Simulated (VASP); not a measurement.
Here is the system:

```
CELL_PARAMETERS angstrom
      3.90500     0.00000     0.00000
      0.00000     3.90500     0.00000
      0.00000     0.00000     3.90500
ATOMIC_POSITIONS crystal
  Sr 0.00000 0.00000 0.00000
  Ti 0.50000 0.50000 0.50000
  O  0.50000 0.00000 0.50000
  O  0.00000 0.50000 0.50000
  O  0.50000 0.50000 0.00000
```

Computed with LDA (Ceperley-Alder, Perdew-Zunger), VASP's LDA PAW potentials (set 64) (plane waves; VASP). Numerical set-up: 400 eV cut-off, 6×6×6 Γ-centred mesh, Fermi-Dirac smearing of 0.010 eV, potentials Sr_sv Ti_sv O.

At this cut-off the stress carries a Pulay error, which pulls relaxed volumes low.

Q: What does the run give for the energy per atom (σ→0), pressure, band gap (on the k-mesh) with the smallest direct gap where there is one?

A: 
The band gap (on the k-mesh) is 1.76 eV and the smallest direct gap (on the k-mesh) is 2.12 eV. The energy per atom (σ→0) comes out as -8.838 eV/atom. The pressure is -11.36 GPa.

Total energies compare only between runs with the same potentials, cut-off and functional.

The structure is a typed SrTiO3 crystal (Pm-3m). The cell was not relaxed at this level.
